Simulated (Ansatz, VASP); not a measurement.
# Cross-check of Al36Ga12HN48 (H transfer from N to N) between VASP and Ansatz

Wanted: the spread between two codes on one cell, functional and k mesh. The cell is taken from a series of runs on this material, whose earlier steps may have relaxed, scaled, displaced or heated it; both programs get it as it stands.

Program: Ansatz 0.2.0. Level of theory: plane waves, with VASP 6.6.1 beside it; single point at r2SCAN. Results are calculated unless marked as measured.

### Step 1. Set-up

The cell holds 97 atoms: 36 Al, 12 Ga, 48 N and 1 H. Cell: a = 10.087 Å, b = 9.390 Å, c = 10.836 Å, α = 90.0°, β = 90.0°, γ = 90.0°. It derives from Al3GaN4 (Al3GaN4 (Pm)). Nearest the centre at fractional (0.437, 0.500, 0.502): H97 at 0.84 Å, Al26 at 1.26 Å, N86 at 1.49 Å, N59 at 1.51 Å, Al10 at 2.14 Å, Al30 at 2.57 Å, Al36 at 2.58 Å, N72 at 2.64 Å.

### Step 2. Ansatz: single point, r2SCAN

Ansatz runs on its default PAW (the set named soft_2) files.

With cell and atoms fixed, the geometry can't cause a difference; cores, projectors, grids and the points listed under the comparison can.

Contents of input.yaml:

```yaml
crystal:
  lattice:
    - [10.08692303, 0.0, 0.00025291]
    - [0.0, 9.39015873, 0.0]
    - [-0.00644803, 0.0, 10.83602103]
  atoms:
    - { symbol: Al, position: [0.25029415, 0.16643056, 0.08350801] }
    - { symbol: Al, position: [0.00064237, 0.16657843, 0.41710126] }
    - { symbol: Al, position: [0.00113406, 0.00012531, 0.16563849] }
    - { symbol: Ga, position: [0.24975383, -4.358e-05, 0.33265246] }
    - { symbol: "N", position: [0.05568866, 0.00014533, 0.33303161] }
    - { symbol: "N", position: [0.06180768, 0.16676711, 0.08342232] }
    - { symbol: "N", position: [0.31253617, 0.16672006, 0.42007483] }
    - { symbol: "N", position: [0.31219446, -3.183e-05, 0.16272258] }
    - { symbol: Al, position: [0.24989291, 0.16667881, 0.58315718] }
    - { symbol: Al, position: [0.00078054, 0.16646659, 0.91747738] }
    - { symbol: Al, position: [0.00121604, 0.00016626, 0.66587348] }
    - { symbol: Ga, position: [0.24958799, -0.00018469, 0.83294803] }
    - { symbol: "N", position: [0.05559193, 0.00010608, 0.83296421] }
    - { symbol: "N", position: [0.06121254, 0.16730629, 0.58355801] }
    - { symbol: "N", position: [0.31269279, 0.16649306, 0.9198778] }
    - { symbol: "N", position: [0.31189734, -6.064e-05, 0.66245102] }
    - { symbol: Al, position: [0.25036325, 0.50002411, 0.08361693] }
    - { symbol: Al, position: [-0.00155501, 0.50012656, 0.41609096] }
    - { symbol: Al, position: [0.00118549, 0.333451, 0.16509564] }
    - { symbol: Ga, position: [0.24940309, 0.33303837, 0.33276625] }
    - { symbol: "N", position: [0.05496213, 0.33385647, 0.33302566] }
    - { symbol: "N", position: [0.06188414, 0.50017759, 0.08326022] }
    - { symbol: "N", position: [0.31499108, 0.49987786, 0.42173066] }
    - { symbol: "N", position: [0.31206566, 0.33325017, 0.16270942] }
    - { symbol: Al, position: [0.24349378, 0.49995676, 0.58355212] }
    - { symbol: Al, position: [0.00055298, 0.50010876, 0.91751629] }
    - { symbol: Al, position: [-0.00103319, 0.33250883, 0.66606783] }
    - { symbol: Ga, position: [0.24917566, 0.33323743, 0.83334429] }
    - { symbol: "N", position: [0.05483026, 0.33347686, 0.83258941] }
    - { symbol: "N", position: [0.05751856, 0.50014308, 0.58323254] }
    - { symbol: "N", position: [0.31248202, 0.49986051, 0.91995019] }
    - { symbol: "N", position: [0.31334673, 0.33461613, 0.66211409] }
    - { symbol: Al, position: [0.25032515, 0.83358379, 0.08352858] }
    - { symbol: Al, position: [0.00066825, 0.83367383, 0.41709079] }
    - { symbol: Al, position: [0.00120348, 0.66685695, 0.16512248] }
    - { symbol: Ga, position: [0.24946106, 0.6667597, 0.33280194] }
    - { symbol: "N", position: [0.05504627, 0.66641386, 0.33304713] }
    - { symbol: "N", position: [0.06184392, 0.83354931, 0.08342625] }
    - { symbol: "N", position: [0.31250184, 0.83305817, 0.4200347] }
    - { symbol: "N", position: [0.31211255, 0.66666698, 0.16275192] }
    - { symbol: Al, position: [0.24988937, 0.83337636, 0.58316312] }
    - { symbol: Al, position: [0.00078838, 0.83372838, 0.91750521] }
    - { symbol: Al, position: [-0.00097054, 0.66776103, 0.66604457] }
    - { symbol: Ga, position: [0.24917078, 0.66656358, 0.83333223] }
    - { symbol: "N", position: [0.05480523, 0.66676573, 0.83258077] }
    - { symbol: "N", position: [0.06123734, 0.83303639, 0.58358488] }
    - { symbol: "N", position: [0.3127708, 0.83313864, 0.91995364] }
    - { symbol: "N", position: [0.31334529, 0.66521369, 0.66201136] }
    - { symbol: Al, position: [0.75113222, 0.1662427, 0.08336225] }
    - { symbol: Al, position: [0.49978067, 0.16607496, 0.41664477] }
    - { symbol: Al, position: [0.50077114, 0.00014217, 0.16593769] }
    - { symbol: Ga, position: [0.75005204, -7.923e-05, 0.33240876] }
    - { symbol: "N", position: [0.55560505, 9.745e-05, 0.33304327] }
    - { symbol: "N", position: [0.5623162, 0.16592179, 0.08345928] }
    - { symbol: "N", position: [0.81289467, 0.16632856, 0.4198157] }
    - { symbol: "N", position: [0.81244104, -6.86e-06, 0.16276858] }
    - { symbol: Al, position: [0.75127801, 0.16550347, 0.58281695] }
    - { symbol: Al, position: [0.50016327, 0.16527103, 0.9188101] }
    - { symbol: Al, position: [0.50027966, 0.00013143, 0.66570835] }
    - { symbol: Ga, position: [0.7501614, -6.207e-05, 0.83288264] }
    - { symbol: "N", position: [0.55549429, 0.00014147, 0.83254261] }
    - { symbol: "N", position: [0.56241282, 0.16519898, 0.58269874] }
    - { symbol: "N", position: [0.81310803, 0.1661772, 0.91994797] }
    - { symbol: "N", position: [0.81250768, -6.01e-06, 0.66281228] }
    - { symbol: Al, position: [0.75075618, 0.50003079, 0.08365295] }
    - { symbol: Al, position: [0.50152935, 0.5000887, 0.40289372] }
    - { symbol: Al, position: [0.50061004, 0.33220341, 0.163407] }
    - { symbol: Ga, position: [0.75097539, 0.33168278, 0.3315899] }
    - { symbol: "N", position: [0.55644147, 0.33126186, 0.3307435] }
    - { symbol: "N", position: [0.56178433, 0.50015109, 0.08358042] }
    - { symbol: "N", position: [0.80960391, 0.49993418, 0.41965096] }
    - { symbol: "N", position: [0.8124029, 0.33323291, 0.16219139] }
    - { symbol: Al, position: [0.75450904, 0.50009925, 0.58317631] }
    - { symbol: Al, position: [0.49978131, 0.5000813, 0.91823736] }
    - { symbol: Al, position: [0.50116744, 0.32144056, 0.67199191] }
    - { symbol: Ga, position: [0.7506293, 0.33299932, 0.83453095] }
    - { symbol: "N", position: [0.55606356, 0.33267989, 0.83529492] }
    - { symbol: "N", position: [0.55625931, 0.50015273, 0.58367552] }
    - { symbol: "N", position: [0.81284236, 0.49985518, 0.92026175] }
    - { symbol: "N", position: [0.8089679, 0.33357565, 0.66262811] }
    - { symbol: Al, position: [0.75116614, 0.83383101, 0.08335295] }
    - { symbol: Al, position: [0.49975804, 0.83411577, 0.41664706] }
    - { symbol: Al, position: [0.50065664, 0.6680528, 0.16341617] }
    - { symbol: Ga, position: [0.75100254, 0.66824823, 0.33156818] }
    - { symbol: "N", position: [0.55645013, 0.66894851, 0.33075203] }
    - { symbol: "N", position: [0.56235778, 0.83440436, 0.0834777] }
    - { symbol: "N", position: [0.81294405, 0.83347544, 0.4198212] }
    - { symbol: "N", position: [0.81241663, 0.66675104, 0.16217912] }
    - { symbol: Al, position: [0.75128015, 0.8345969, 0.5828058] }
    - { symbol: Al, position: [0.50021819, 0.83496114, 0.9188206] }
    - { symbol: Al, position: [0.50116926, 0.67894577, 0.67208931] }
    - { symbol: Ga, position: [0.75066491, 0.66680167, 0.83454088] }
    - { symbol: "N", position: [0.55610087, 0.66754819, 0.8353534] }
    - { symbol: "N", position: [0.56240336, 0.83510375, 0.58270205] }
    - { symbol: "N", position: [0.81310045, 0.83358459, 0.9199261] }
    - { symbol: "N", position: [0.80904509, 0.66646591, 0.66263613] }
    - { symbol: H, position: [0.45230605, 0.50094681, 0.57850057] }
basis:
  ecutwfc: 500
  xc_grid: 2
hamiltonian:
  xc: r2scan
kpoints:
  mp_grid: { grid: [1, 1, 1], shift: [0.25, 0.25, 0.25] }
magnetization:
  spin_polarized: true
  initial_magnetization: 1
  spin_locking: { lock_magnetization: hard }
scf:
  occupations: { method: fixed }
  max_iter: 120
output:
  forces: true
  eigenvalues: true
checkpoint:
  write: "../q0_M1.start.r2scan.run"
  compress: false
  write_wavefunctions: false
  write_every: 100000
```

Launch:

```console
ansatz run input.yaml --threads 32 --pin off --max-ram 84787MiB --backend cuda --events-out ev --progress --plain --runs-dir out --max-vram 78GiB
```

Numbers of over 12 decimals in the logs are rounded to 6 here.

The program printed:

```text
Warning: This run holds its total moment fixed (magnetization.spin_locking.lock_magnetization: hard) and mixes its density by anderson or broyden (scf.mixing.algorithm, typed or taken by auto). Slabs with a fixed moment have converged under broyden above another state at the same moment, at the default mixing steps and at smaller ones, and under scf.lower_state_search: standard, light or off a state that such a mixer [...]
Engine: ansatz 0.2.0, aarch64-unknown-linux-gnu
Pseudopotentials: kind: paw
Pseudopotential: Al, paw, valence charge 3, recommended cutoff 500 eV (meta_gga), Al.paw.azcp
Pseudopotential: Ga, paw, valence charge 13, recommended cutoff 500 eV (meta_gga), Ga.paw.azcp
Pseudopotential: N, paw, valence charge 5, recommended cutoff 500 eV (meta_gga), N.paw.azcp
Pseudopotential: H, paw, valence charge 1, recommended cutoff 500 eV (meta_gga), H.paw.azcp
Functional definition: r2SCAN
  parameter k0 = 0.174
  parameter k1 = 0.065
  parameter a1 = 4.9479
  exchange = r2scan_x(k0 = k0, k1 = k1, a1 = a1)
  correlation = r2scan_c
[...]
Crystal: 97 atoms, lattice volume = 1026.364 Å³
Basis set: ecut = 500 eV, 25977 PW (Γ), exchange–correlation on 150×144×160 points (8 copies of the dense FFT grid, shifted against one another)
Bands: 350, of which v1, the nominal top of the filled ones, is band 253 counted from 1 (252 counted from 0)
Symmetry: 1 space group operations
Space group: P1 (ITA 1), of the structure as read, at distance tolerance 1.0e-4 Å
Magnetic group: BNS 1.1 (UNI 1), of the structure as read, at distance tolerance 1.0e-4 Å
k-points: 1
Non-local potential: Al, projectors of the file, l = 0: 2, l = 1: 2, l = 2: 1
Non-local potential: Ga, projectors of the file, l = 0: 2, l = 1: 2, l = 2: 3, l = 3: 1
Non-local potential: N, projectors of the file, l = 0: 2, l = 1: 2, l = 2: 1
Non-local potential: H, projectors of the file, l = 0: 2, l = 1: 1
PAW form: soft (Blöchl's): semilocal exchange-correlation on the pseudo side does not see the compensation charge
PAW frozen core: Al, regenerated for the run's functional (the file was generated under x = pbe(κ = 0.804, μ = 0.219515), c = pbe(β = 0.066725))
PAW frozen core: Ga, regenerated for the run's functional (the file was generated under x = pbe(κ = 0.804, μ = 0.219515), c = pbe(β = 0.066725))
PAW frozen core: N, regenerated for the run's functional (the file was generated under x = pbe(κ = 0.804, μ = 0.219515), c = pbe(β = 0.066725))
PAW one-centre angular grid: Al, 302 points (default); XC on 160 Gauss nodes
PAW one-centre angular grid: Ga, 590 points (default); XC on 160 Gauss nodes
PAW one-centre angular grid: N, 302 points (default); XC on 160 Gauss nodes
PAW one-centre angular grid: H, 302 points (default); XC on 160 Gauss nodes
Initial density: superposition of atomic densities (chi_scale 0.1, normalization cell, long waves kept (reshape's long-wave potential 0.15 eV rms))
Starting moments: Σ|m| = 1 μB on 97 of 97 sites
Initial wavefunctions: pseudopotential atomic-orbital guess
[...]
Functional: x = r2scan, c = r2scan; τ floored in thin density (d = 2e-4 eV/Å³)
SCF iter   1: F=—  HF=-83594.833724 eV  |F-HF|=—  |Δ(HF+E_count)|=         —  Δρ=6.49e-2 (↑6.43e-2 ↓6.49e-2)  dr2=1.89e2  dr2_τ=5.75e0  dr2_m=7.27e-3  M=1.000 μB ∫|m|=1.022 μB  β_m=1.20  ethr=3.10e-3  ⟨swp⟩=5.0  Hψ=2332  notcnv=0  defer=186
preconditioner: auto → Resta (q_TF=auto, 2.424 Å⁻¹)  ε∞=3.4  [insulator: Δε(μ)=1.020 eV  Ē_g=16.879 eV  n_scr=252 (ndim 8)  ℏωp=26.0 eV  f_vac=0.000  ε∞_Penn≈3.4]
spin=Collinear: Resta preconditioning applied to the charge; magnetization (m = ρ↑ − ρ↓) channel mixes plain (no charge-response kernel on spin).
[...]
SCF 1 converged in 15 iterations: F = -83553.113109 eV  dr2 = 6.39e-9
[...]
SCF converged after 15 iterations
[...]
k-point 0 ↓: bands = ["-9.6231", "-8.3497", "-8.0675", "-8.0129", "-7.9036", "-7.7467", "-7.6977", "-7.6435", "-7.5235", "-7.4887", "-7.4176", "-7.3831", "-7.3415", "-7.3096", "-7.2965", "-7.2712", "-7.2621", "-7.1712", "-7.1534", "-7.1240", "-7.0998", "-7.0629", "-7.0526", "-7.0240", "-7.0041", "-6.9887", "-6.9467", "-6.9330", "-6.9172", "-6.8952", "-6.8823", "-6.8618", "-6.8250", "-6.7291", "-6.7074", "-6.6952",  [...]
```

### Step 3. VASP: single point, r2SCAN

The same cell, functional and mesh now go to VASP, with its own data sets.

Lines of VASP's logs that name or quote its potential files are left out, and so is its time.

Contents of INCAR:

```
SYSTEM = Al36Ga12HN48
PREC = Accurate
ENCUT = 580
EDIFF = 1E-06
NELM = 200
ISMEAR = 0
SIGMA = 0.01
LREAL = Auto
ALGO = Normal
METAGGA = R2SCAN
LASPH = .TRUE.
NBANDS = 320
ISPIN = 2
MAGMOM = 0 0 0 0 0 0 0 0 0 0 0 0 0 0 0 0 0 0 0 0 0 0 0 0 0 0 0 0 0 0 0 0 0 0 0 0 0 0 0 0 0 0 0 0 0 0 0 0 0.01 0.01 0.01 0.01 0.01 0.01 0.01 0.01 0.01 0.01 0.02 0.01 0.01 0.01 0.01 0.01 0.01 0.01 0.01 0.01 0.01 0.01 0.01 0.01 0.01 0.01 0.01 0.01 0.01 0.01 0.01 0.01 0.01 0.01 0.01 0.01 0.01 0.01 0.01 0.01 0.01 0.01 0.01 0.01 0.01 0.01 0.01 0.01 0
LORBIT = 11
LWAVE = .FALSE.
LCHARG = .FALSE.
ISIF = 2
ISYM = 0
NUPDOWN = 1
GGA_COMPAT = .FALSE.
LMIXTAU = .TRUE.
NCORE = 2
```

Contents of POSCAR:

```
Al36Ga12HN48
1.0
   10.0869230277      0.0000000000      0.0002529055
    0.0000000000      9.3901587298      0.0000000000
   -0.0064480299      0.0000000000     10.8360210313
Al Ga N H
36 12 48 1
Direct
    0.2502941544      0.1664305622      0.0835080106
    0.0006423684      0.1665784297      0.4171012639
[... 1 atom line left out ...]
    0.2498929077      0.1666788118      0.5831571827
[... 2 atom lines left out ...]
    0.2503632493      0.5000241140      0.0836169282
    0.9984449877      0.5001265607      0.4160909585
[... 1 atom line left out ...]
    0.2434937785      0.4999567594      0.5835521160
[... 5 atom lines left out ...]
    0.2498893660      0.8333763563      0.5831631217
[... 3 atom lines left out ...]
    0.4997806749      0.1660749599      0.4166447659
[... 1 atom line left out ...]
    0.7512780120      0.1655034733      0.5828169523
[... 3 atom lines left out ...]
    0.5015293473      0.5000887010      0.4028937242
    0.5006100380      0.3322034134      0.1634069984
    0.7545090444      0.5000992459      0.5831763111
    0.4997813072      0.5000812981      0.9182373635
    0.5011674391      0.3214405612      0.6719919077
[... 1 atom line left out ...]
    0.4997580384      0.8341157699      0.4166470611
    0.5006566445      0.6680528036      0.1634161732
    0.7512801471      0.8345969027      0.5828057950
[... 1 atom line left out ...]
    0.5011692572      0.6789457657      0.6720893091
[... 2 atom lines left out ...]
    0.2494030942      0.3330383707      0.3327662539
    0.2491756563      0.3332374340      0.8333442936
    0.2494610551      0.6667596964      0.3328019428
    0.2491707790      0.6665635779      0.8333322264
[... 2 atom lines left out ...]
    0.7509753868      0.3316827831      0.3315899025
[... 1 atom line left out ...]
    0.7510025377      0.6682482286      0.3315681838
[... 3 atom lines left out ...]
    0.3125361658      0.1667200562      0.4200748316
[... 5 atom lines left out ...]
    0.0549621333      0.3338564719      0.3330256626
[... 1 atom line left out ...]
    0.3149910838      0.4998778628      0.4217306604
    0.3120656645      0.3332501688      0.1627094231
[... 1 atom line left out ...]
    0.0575185631      0.5001430847      0.5832325416
    0.3124820247      0.4998605066      0.9199501895
    0.3133467258      0.3346161322      0.6621140943
    0.0550462653      0.6664138606      0.3330471311
[... 1 atom line left out ...]
    0.3125018398      0.8330581655      0.4200346988
    0.3121125518      0.6666669796      0.1627519159
[... 3 atom lines left out ...]
    0.3133452893      0.6652136911      0.6620113618
[... 5 atom lines left out ...]
    0.5624128193      0.1651989767      0.5826987423
[... 2 atom lines left out ...]
    0.5564414655      0.3312618633      0.3307434988
    0.5617843304      0.5001510912      0.0835804167
    0.8096039101      0.4999341839      0.4196509626
[... 1 atom line left out ...]
    0.5560635645      0.3326798937      0.8352949170
    0.5562593076      0.5001527284      0.5836755201
[... 1 atom line left out ...]
    0.8089678953      0.3335756481      0.6626281118
    0.5564501289      0.6689485112      0.3307520295
[... 3 atom lines left out ...]
    0.5561008691      0.6675481876      0.8353533986
    0.5624033623      0.8351037505      0.5827020519
[... 1 atom line left out ...]
    0.8090450859      0.6664659121      0.6626361309
    0.4523060495      0.5009468142      0.5785005744
```

Contents of KPOINTS:

```
Points of the shifted mesh
1
Reciprocal
 0.2500000000  0.2500000000  0.2500000000 1
```

PAW data sets: Al, Ga_d, N and H (PBE family, release 64).

Launch:

```console
mpirun -np 8 vasp_std
```

The program printed:

```text
[banner, memory and clock lines left out]
running    8 mpi-ranks, on    1 nodes
[...]
|                                                                             |
|               ----> ADVICE to this user running VASP <----                  |
|                                                                             |
|     You enforced a specific xc type in the INCAR file but a different       |
|     [... a line on the potential file left out ...]
|     I HOPE YOU KNOW WHAT YOU ARE DOING!                                     |
|                                                                             |

 LDA part: xc-table for (None), standard interpolation
 POSCAR, INCAR and KPOINTS ok, starting setup
[...]
entering main loop
       N       E                     dE             d eps       ncg     rms          rms(c)
DAV:   1     0.766316280493E+04    0.76632E+04   -0.20266E+05  1280   0.222E+03
DAV:   2     0.126807594257E+04   -0.63951E+04   -0.59640E+04  1280   0.655E+02
DAV:   3    -0.898645907619E+03   -0.21667E+04   -0.20062E+04  1816   0.273E+02
DAV:   4    -0.115755303585E+04   -0.25891E+03   -0.25539E+03  1800   0.101E+02
[...]
DAV:  27    -0.953602702088E+03   -0.13075E-04   -0.33111E-05  2136   0.338E-02    0.967E-03
DAV:  28    -0.953602704800E+03   -0.27121E-05   -0.23490E-05  1520   0.184E-02    0.457E-03
DAV:  29    -0.953602704503E+03    0.29694E-06   -0.80646E-06  1264   0.948E-03
   1 F= -.95360270E+03 E0= -.95360270E+03  d E =-.190599E-29  mag=     1.0000
```

Parts of OUTCAR (step 3):

```text
  FREE ENERGIE OF THE ION-ELECTRON SYSTEM (eV)
  ---------------------------------------------------
  free  energy   TOTEN  =      -953.6027045027 eV

  energy  without entropy=     -953.6027045027  energy(sigma->0) =     -953.60270450

 magnetization (x)
# of ion       s       p       d       tot
------------------------------------------
    1        0.001   0.000   0.000   0.001
    2        0.001  -0.000   0.000   0.001
    3        0.001   0.000   0.000   0.001
    4        0.002  -0.000   0.000   0.002
    5        0.001   0.000   0.000   0.001
    6        0.001   0.000   0.000   0.001
    7        0.001  -0.000   0.000   0.001
    8        0.001   0.000   0.000   0.001
    9        0.001   0.000   0.000   0.001
   10        0.002   0.000   0.000   0.002
   11        0.001   0.000   0.000   0.001
   12        0.001   0.000   0.000   0.001
   13        0.001   0.000   0.000   0.001
[...]
--------------------------------------------------
tot          0.426   0.181  -0.006   0.601
```

The run ends at a pressure of 0.94 GPa, with forces up to 0.53 eV/Å.

### Step 4. Side by side

Known differences besides the potentials themselves: VASP starts from the moments at which Ansatz ended; VASP keeps PBE cores, Ansatz makes them for the functional; fixed occupations in Ansatz, narrow Gaussian smearing in VASP; the cutoff is 500 eV in Ansatz and 580 eV in VASP (PREC = Accurate, projectors in real space). Total energies have different zeros and are not compared.

The two programs side by side:

```csv
quantity,Ansatz,VASP,difference
"total moment, fixed by the input (μB)",1.00,1.00,0.00
```

Forces on 9 of the 97 atoms, those with the largest forces and the largest differences (eV/Å; atoms numbered as in POSCAR):

```csv
atom,"Ansatz x, y, z","VASP x, y, z"
N55,"0.044, -0.005, 0.071","0.097, -0.006, 0.149"
N63,"0.044, 0.000, 0.066","0.098, 0.001, 0.144"
N71,"0.045, 0.005, 0.071","0.099, 0.007, 0.149"
N75,"0.040, -0.002, 0.074","0.091, -0.003, 0.153"
N83,"0.044, 0.000, 0.087","0.089, 0.000, 0.156"
N86,"-0.490, -0.003, -0.011","-0.397, -0.004, -0.005"
N87,"0.040, 0.000, 0.064","0.093, 0.000, 0.143"
N91,"0.038, 0.001, 0.074","0.089, 0.003, 0.152"
H97,"0.608, -0.001, 0.015","0.526, -0.001, 0.008"
```

The forces differ by 29 meV/Å r.m.s., which is 44.0 % of the r.m.s. force of 0.067 eV/Å (both taken over all components).

### Step 5. Results

```json
{
 "r.m.s. force difference (single point, r2SCAN)": "29 meV/Å"
}
```

**Reading.** The r.m.s. force difference is 29 meV/Å (single point, r2SCAN), beyond the 12 meV/Å picked in this series as the mark of a large difference. What causes the difference of the single point, r2SCAN pair stays open here. How closely two codes agree says nothing of how well the functional describes the real material.

[Lines on the potential files, build, host, timing and source positions are cut from VASP's logs without a mark.]

[Logs are printed without paths, hosts, clocks, repeated set-up lines and the standing remarks that a program may print on its own settings, such as how far it seeks lower states.]

[Hosts, paths, dates, database ids (printed as entryN), source tags and the programs' standing remarks are cut or masked in the printed files.]
